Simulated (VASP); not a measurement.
A cell of MgI2 (1T layered) near equilibrium:

```yaml
crystal:
  lattice:
    - [2.08978, -3.61961, 0.00000]
    - [2.08978, 3.61961, 0.00000]
    - [0.00000, 0.00000, 7.15454]
  atoms:
    - { symbol: Mg, position: [0.00000, 0.00000, 0.00000] }
    - { symbol: I, position: [0.33333, 0.66667, 0.23284] }
    - { symbol: I, position: [0.66667, 0.33333, 0.76716] }
```

Computed with r2SCAN meta-GGA, VASP's PBE PAW potentials (set 64) (plane waves; VASP 6.6.1).

Unless said otherwise, spin-orbit coupling is left out, though it shifts the bands of the heavy elements here.

| run | ΔE (meV/atom) | σxx | σyy | σzz | largest shear component, with its sign (GPa) | largest force (eV/Å) | gap (eV) |
|---|---|---|---|---|---|---|---|
| as it is | 0.0 | 0.03 | 0.03 | -0.01 | 0.00 | 0.009 | 4.21 |
| after one change | 0.2 | 0.03 | 0.02 | -0.03 | 0.15 | 0.030 | 4.19 |
Stress is in GPa, positive when the cell is compressed; gaps are those on the k-mesh, and 0.00 means metallic.

**Question.** Which change was made?
A. biaxial strain of +1.5 % in the xy plane
B. isotropic strain of -3.0 %
C. shear strain γ_yz = -1.0 %

**Answer.** C, shear strain γ_yz = -1.0 %

The compound is MgI2 in the 1T layered structure.
